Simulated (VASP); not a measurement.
# B5W2 (R-3m) in VASP: single point with r2SCAN

Aim: the single point of B5W2 with r2SCAN.

Program: VASP 6.6.1. These are calculated values, not measurements. Logs are shortened: lines on timing, memory, paths and dates and some standing lists are left out, and cuts for length are marked.

## Step 1: Starting point

It takes space group R-3m (No. 166, trigonal). Conventional cell: a = 3.017 Å, b = 3.017 Å, c = 20.973 Å, α = 90.00°, β = 90.00°, γ = 120.00°. B (site symmetry 3m) is surrounded by 6 B at 1.79 to 1.92 Å. Around B (site symmetry 3m) lie 3 B at 1.74 Å. B (site symmetry -3m) has 6 B at 1.79 Å as nearest neighbours. W (site symmetry 3m) is surrounded by 13 B at 2.31 to 2.59 Å.

## Step 2: Single point, r2SCAN

The input, POSCAR:

```
B5W2
1.0
    1.5086005300      0.8709900900      6.9910382500
   -1.5086005300      0.8709900900      6.9910382500
    0.0000000000     -1.7419801800      6.9910382500
B W
5 2
Direct
    0.1860000000      0.1860000000      0.1860000000
    0.8140000000      0.8140000000      0.8140000000
    0.3330000000      0.3330000000      0.3330000000
    0.6670000000      0.6670000000      0.6670000000
    0.5000000000      0.5000000000      0.5000000000
    0.0750000000      0.0750000000      0.0750000000
    0.9250000000      0.9250000000      0.9250000000
```

The input, INCAR.step1:

```
SYSTEM = B5W2
  ALGO = Normal
  EDIFF = 1E-4
  ENCUT = 520
  GGA = PE
  ISMEAR = -5
  LASPH = .TRUE.
  LCHARG = .FALSE.
  LMAXMIX = 4
  LREAL = .FALSE.
  LWAVE = .TRUE.
  NBANDS = 30
  NELM = 100
  PREC = Accurate
  SIGMA = 0.1341
```

The input, INCAR.step2:

```
SYSTEM = B5W2
  ALGO = Normal
  EDIFF = 1E-6
  ENCUT = 520
  ISIF = 2
  ISMEAR = -1
  ISTART = 1
  LASPH = .TRUE.
  LCHARG = .FALSE.
  LMAXMIX = 4
  LMIXTAU = .TRUE.
  LORBIT = 11
  LREAL = .FALSE.
  LWAVE = .FALSE.
  METAGGA = R2SCAN
  NBANDS = 30
  NELM = 100
  PREC = Accurate
  SIGMA = 0.1341
```

The input, KPOINTS:

```
k-points
0
G
  8 8 8
  0 0 0
```

Potentials or basis: VASP PAW PBE potentials, release 64 (B, W_sv).

Started as:

```sh
cat potpaw_PBE.64/B/POTCAR potpaw_PBE.64/W_sv/POTCAR > POTCAR
cp INCAR.step1 INCAR
mpirun -np 1 vasp_std > vasp.out
cp INCAR.step2 INCAR
mpirun -np 1 vasp_std > vasp.out
```

OUTCAR:

```text
SYSTEM = B5W2
   EDIFF = 1E-6
   ENCUT = 520
   ISIF = 2
   ISMEAR = -1
   ISTART = 1
   LASPH = .TRUE.
   LORBIT = 11
   LREAL = .FALSE.
   METAGGA = R2SCAN
   NELM = 100
   PREC = Accurate

 ion  position               nearest neighbor table
   1  0.186  0.186  0.186-   5 1.79   5 1.79   5 1.79   2 1.92   2 1.92   2 1.92   7 2.31   7 2.31
                             7 2.31   6 2.33
   2  0.814  0.814  0.814-   5 1.79   5 1.79   5 1.79   1 1.92   1 1.92   1 1.92   6 2.31   6 2.31
                             6 2.31   7 2.33
   3  0.333  0.333  0.333-   4 1.74   4 1.74   4 1.74   7 2.34   7 2.34   7 2.34   6 2.35   6 2.35
                             6 2.35
   4  0.667  0.667  0.667-   3 1.74   3 1.74   3 1.74   6 2.34   6 2.34   6 2.34   7 2.35   7 2.35
                             7 2.35
   5  0.500  0.500  0.500-   1 1.79   2 1.79   1 1.79   1 1.79   2 1.79   2 1.79   6 2.59   7 2.59
                             6 2.59   7 2.59   6 2.59   7 2.59
   6  0.075  0.075  0.075-   2 2.31   2 2.31   2 2.31   1 2.33   4 2.34   4 2.34   4 2.34   3 2.35
                             3 2.35   3 2.35   5 2.59   5 2.59   5 2.59   7 3.15
   7  0.925  0.925  0.925-   1 2.31   1 2.31   1 2.31   2 2.33   3 2.34   3 2.34   3 2.34   4 2.35
                             4 2.35   4 2.35   5 2.59   5 2.59   5 2.59   6 3.15

  LATTYP: Found a trigonal (rhomboedric) cell.
 ALAT       =     7.2047980616
 COS(alpha) =     0.9123130666

  Lattice vectors:

 A1 = (   1.5086005300,   0.8709900900,   6.9910382500)
 A2 = (  -1.5086005300,   0.8709900900,   6.9910382500)
 A3 = (   0.0000000000,  -1.7419801800,   6.9910382500)

Analysis of symmetry for initial positions (statically):
=====================================================================
 Subroutine PRICEL returns:
 Original cell was already a primitive cell.

 Routine SETGRP: Setting up the symmetry group for a
 trigonal (rhombohedral) supercell.

 Subroutine GETGRP returns: Found 12 space group operations
 (whereof 12 operations were pure point group operations)
 out of a pool of 12 trial point group operations.

The static configuration has the point symmetry D_3d.

Analysis of symmetry for dynamics (positions and initial velocities):
=====================================================================
 Subroutine PRICEL returns:
 Original cell was already a primitive cell.

 Routine SETGRP: Setting up the symmetry group for a
 trigonal (rhombohedral) supercell.

 Subroutine GETGRP returns: Found 12 space group operations
 (whereof 12 operations were pure point group operations)
 out of a pool of 12 trial point group operations.

The dynamic configuration has the point symmetry D_3d.

 Subroutine INISYM returns: Found 12 space group operations
 (whereof 12 operations are pure point group operations),
 and found     1 'primitive' translations

----------------------------------------------------------------------------------------

                                     Primitive cell

  volume of cell :      55.1163

  direct lattice vectors                    reciprocal lattice vectors
     1.508600530  0.870990090  6.991038250     0.331433000  0.191353115  0.047680090
    -1.508600530  0.870990090  6.991038250    -0.331433000  0.191353115  0.047680090
     0.000000000 -1.741980180  6.991038250     0.000000000 -0.382706230  0.047680090

  length of vectors
     7.204798062  7.204798062  7.204797760     0.385664672  0.385664672  0.385664944

  position of ions in fractional coordinates (direct lattice)
     0.186000000  0.186000000  0.186000000
     0.814000000  0.814000000  0.814000000
     0.333000000  0.333000000  0.333000000
     0.667000000  0.667000000  0.667000000
     0.500000000  0.500000000  0.500000000
     0.075000000  0.075000000  0.075000000
     0.925000000  0.925000000  0.925000000

  ion indices of the primitive-cell ions
   primitive index   ion index
                 1           1
                 2           2
                 3           3
                 4           4
                 5           5
                 6           6
                 7           7

----------------------------------------------------------------------------------------

 KPOINTS: k-points

Automatic generation of k-mesh.
 Grid dimensions read from file:
 generate k-points for:    8    8    8

 Generating k-lattice:

  Cartesian coordinates                     Fractional coordinates (reciprocal lattice)
     0.041429125  0.023919139  0.005960011     0.125000000  0.000000000  0.000000000
    -0.041429125  0.023919139  0.005960011     0.000000000  0.125000000  0.000000000
     0.000000000 -0.047838279  0.005960011     0.000000000  0.000000000  0.125000000

  Length of vectors
     0.048208084  0.048208084  0.048208118

  Shift w.r.t. Gamma in fractional coordinates (k-lattice)
     0.000000000  0.000000000  0.000000000

 Subroutine IBZKPT returns following result:
 ===========================================

 Found     65 irreducible k-points:

 Following reciprocal coordinates:
            Coordinates               Weight
  0.000000  0.000000  0.000000      1.000000
  0.125000 -0.000000  0.000000      6.000000
  0.250000 -0.000000  0.000000      6.000000
  0.375000 -0.000000  0.000000      6.000000
  0.500000 -0.000000  0.000000      3.000000
  0.125000  0.125000  0.000000      6.000000
[... 16 lines left out ...]
  0.250000  0.125000  0.125000      6.000000
  0.375000  0.125000  0.125000      6.000000
 [... further k-points ...]
   k-points           NKPTS =     65   k-points in BZ     NKDIM =     65   number of bands    NBANDS=     30
   number of dos      NEDOS =    301   number of ions     NIONS =      7
   total plane-waves  NPLWV = 157464
   dimension x,y,z NGX =    54 NGY =   54 NGZ =   54
   dimension x,y,z NGXF=   108 NGYF=  108 NGZF=  108
   ions per type =               5   2
   NGX,Y,Z   is equivalent  to a cutoff of  12.46, 12.46, 12.46 a.u.
   NGXF,Y,Z  is equivalent  to a cutoff of  24.92, 24.92, 24.92 a.u.
 SYSTEM =  B5W2
   PREC   = accura    normal or accurate (medium, high low for compatibility)
   ISTART =      1    job   : 0-new  1-cont  2-samecut
   ICHARG =      0    charge: 1-file 2-atom 10-const
   ISPIN  =      1    spin polarized calculation?
   LNONCOLLINEAR =      F non collinear calculations
   LSORBIT =      F    spin-orbit coupling
   LASPH  =      T    aspherical Exc in radial PAW
   ENCUT  =  520.0 eV  38.22 Ry    6.18 a.u.  13.40 13.40 13.40*2*pi/ulx,y,z
   NELM   =    100;   NELMIN=  2; NELMDL=  0     # of ELM steps
   EDIFF  = 0.1E-05   stopping-criterion for ELM
   LREAL  =      F    real-space projection
   EDIFFG = 0.1E-04   stopping-criterion for IOM
   NSW    =      0    number of steps for IOM
   IBRION =     -1    ionic relax: 0-MD 1-quasi-New 2-CG
   NFREE  =      0    steps in history (QN), initial steepest desc. (CG)
   ISIF   =      2    stress and relaxation
   ISYM   =      2    0-nonsym 1-usesym 2-fastsym
   POTIM  = 0.5000    time-step for ionic-motion
   TEBEG  =    0.0;   TEEND  =   0.0 temperature during run
   PSTRESS=    0.0 pullay stress
   NELECT =      43.0000    total number of electrons
   NUPDOWN=      -1.0000    fix difference up-down
   EMIN   =  10.00;   EMAX   =-10.00  energy-range for DOS
   EFERMI =   0.00;   METHOD = LEGACY
   ISMEAR =    -1;   SIGMA  =   0.13  broadening in eV -4-tet -1-fermi 0-gaus
   EFERMI_NEDOS =   21; number of points for ismear=-14 and -15
   IALGO  =     38    algorithm
   IMIX   =      4    mixing-type and parameters
     AMIX     =   0.40;   BMIX     =  1.00
     AMIX_MAG =   1.60;   BMIX_MAG =  1.00
  volume/ion in A,a.u.               =       7.87        53.13
  Fermi-wavevector in a.u.,A,eV,Ry     =   1.507084  2.847976 30.902950  2.271303
  Thomas-Fermi vector in A             =   2.617717
   LORBIT       =     11    0 simple, 1 ext, 2 COOP (PROOUT), +10 PAW based schemes
   METAGGA = R2SCAN    functional components
   LHFCALC =     F    Hartree Fock is set to
   AEXX    =    0.0000 exact exchange contribution
   IVDW    =     0    specifies the selected vdW correction
   LEPSILON=     F    determine dielectric tensor
   LRPA    =     F    only Hartree local field effects (RPA)
 non-spin polarized calculation
  energy-cutoff  :      520.00
  volume of cell :       55.12
 maximum number of plane-waves:      1537
 NGX is ok and might be reduce to    54

 number of electron      42.9999999 magnetization

 Free energy of the ion-electron system (eV)
  ---------------------------------------------------
  ext. energy  EPLUGINS =         0.00000000
  ---------------------------------------------------
  free energy    TOTEN  =      -137.06879019 eV

  energy without entropy =     -136.94546496  energy(sigma->0) =     -137.00712757

 E-fermi :  13.1013     XC(G=0): -15.0517

 val. band max:       13.0900864382   @ k =   0.3750   0.2500   0.1250
 cond. band min:      13.1044266271   @ k =   0.2500   0.1250   0.0000
 fundamental gap:      0.0143401890
 Fermi energy:        13.1012997164

 k-point     1 :       0.0000    0.0000    0.0000
  band No.  band energies     occupation
      1     -63.9765      2.00000
      2     -63.9700      2.00000
      3     -28.0095      2.00000
      4     -27.8112      2.00000
      5     -27.3506      2.00000
      6     -27.3506      2.00000
[... 22 lines left out ...]
     29      15.7540      0.00000
     30      17.4064      0.00000
[... 728 lines left out ...]
  band No.  band energies     occupation
      1     -63.9558      2.00000
      2     -63.9495      2.00000
      3     -27.9381      2.00000
      4     -27.7668      2.00000
      5     -27.6695      2.00000
      6     -27.6469      2.00000
[... 22 lines left out ...]
     29      17.4247      0.00000
     30      18.4456      0.00000

 [... further k-points ...]

------------------------ aborting loop because EDIFF is reached ----------------------------------------

  FORCE on cell =-STRESS in cart. coord.  units (eV):
  Direction    XX          YY          ZZ          XY          YZ          ZX
  --------------------------------------------------------------------------------------
  -------------------------------------------------------------------------------------
  Total        8.1462292      8.1462136      6.5666467     -0.0000000      0.0000000      0.0000000
  in kB      236.8027859    236.8023334    190.8858944     -0.0000000      0.0000000      0.0000000
  external PRESSURE =     221.4970046 kB  Pullay stress =       0.0000000 kB

 VOLUME and BASIS-vectors are now :
 -----------------------------------------------------------------------------
  energy-cutoff  :      520.00
  volume of cell :       55.12
      direct lattice vectors                 reciprocal lattice vectors
     1.508600530  0.870990090  6.991038250     0.331433000  0.191353115  0.047680090
    -1.508600530  0.870990090  6.991038250    -0.331433000  0.191353115  0.047680090
     0.000000000 -1.741980180  6.991038250     0.000000000 -0.382706230  0.047680090

 POSITION                                       TOTAL-FORCE (eV/Angst)
 -----------------------------------------------------------------------------------
      0.00000      0.00000      3.90100         0.000000      0.000000     -0.405477
      0.00000      0.00000     17.07212         0.000000      0.000000      0.405477
      0.00000      0.00000      6.98405         0.000000     -0.000000     -0.427102
      0.00000      0.00000     13.98907         0.000000     -0.000000      0.427102
      0.00000      0.00000     10.48656         0.000000      0.000000      0.000000
      0.00000      0.00000      1.57298         0.000000     -0.000000      0.545954
      0.00000      0.00000     19.40013         0.000000     -0.000000     -0.545954
 -----------------------------------------------------------------------------------
    total drift:                                0.000000      0.000000      0.000000

  FREE ENERGIE OF THE ION-ELECTRON SYSTEM (eV)
  ---------------------------------------------------
  free  energy   TOTEN  =      -137.0687901882 eV

  energy  without entropy=     -136.9454649554  energy(sigma->0) =     -137.00712757

 total charge

# of ion       s       p       d       tot
------------------------------------------
    1        0.682   1.360   0.000   2.042
    2        0.682   1.360   0.000   2.042
    3        0.681   1.389   0.000   2.070
    4        0.681   1.389   0.000   2.070
    5        0.674   1.331   0.000   2.005
    6        2.280   6.342   3.651  12.272
    7        2.280   6.342   3.651  12.272
--------------------------------------------------
tot          7.961  19.512   7.301  34.774
```

Run time: 24 min. Hardware: 1 thread of Intel Xeon Platinum 8259CL at 2.50GHz (Skylake/Cascade Lake), shared host; peak memory 0.48 GiB.

What came out:

- Free energy: -137.0688 eV
- Pressure: 22.1 GPa
- Largest force: 0.546 eV/Å
- Band gap on the k mesh: none (metal or under the smearing width)
- Valence electrons inside the program's atomic spheres: B 2.04, 2.07, 2.00; W 12.27

Forces in eV/Å, atoms in the order of the input:
```
B    0.000  0.000 -0.405
B    0.000  0.000  0.405
B    0.000  0.000 -0.427
B    0.000  0.000  0.427
B    0.000  0.000  0.000
W    0.000  0.000  0.546
W    0.000  0.000 -0.546
```

Levels at points of the mesh, in eV from the Fermi level:
```
           k point  band 19  band 20  band 21  band 22  band 23  band 24
(0.00, 0.00, 0.00)    -3.87    -2.54    -2.54    -2.00    -0.86    -0.86
(0.50, 0.00, 0.00)    -4.96    -1.47     0.33     0.74     1.03     2.01
(0.50, 0.50, 0.00)    -5.17    -1.73     0.23     0.61     2.03     2.08
(0.50, 0.50, 0.50)    -3.64    -2.69    -2.45    -2.45    -0.27    -0.27
```

Caveat: so large a pressure means that the cell lies far from this level's equilibrium, or that cutoff or potentials fall short; the potentials were made for another functional, which shifts forces and pressure.
